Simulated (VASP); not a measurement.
Data:

```
CELL_PARAMETERS angstrom
      5.44415     0.00000     0.00000
      0.00000     5.44415     0.00000
      0.00000     0.00000     5.44415
ATOMIC_POSITIONS crystal
  Cs 0.00000 0.00000 0.00000
  Pb 0.50000 0.50000 0.50000
  Cl 0.50000 0.00000 0.50000
  Cl 0.00000 0.50000 0.50000
  Cl 0.50000 0.50000 0.00000
```

All values below come from PBE GGA, VASP's PBE PAW potentials (set 64) (plane waves; VASP). Settings: 500 eV cut-off, 4×4×4 Γ-centred mesh, Gaussian smearing of 0.050 eV, potentials Cs_sv Pb_d Cl.

Unless said otherwise, spin-orbit coupling is left out, though it shifts the bands of the heavy elements here.

What does the run give for the energy per atom (σ→0), pressure, band gap (on the k-mesh) with the smallest direct gap where there is one?

| Item | Result |
|---|---|
| band gap (on the k-mesh) | 1.49 eV |
| smallest direct gap (on the k-mesh) | 1.49 eV |
| energy per atom (σ→0) | -3.434 eV/atom |
| pressure | 4.99 GPa |

Only differences to runs with the same potentials and settings are physical.

The compound is CsPbCl3 in the cubic perovskite structure, the ideal cubic form; the compound distorts at low or room temperature. It was relaxed first under an external pressure of 5 GPa.
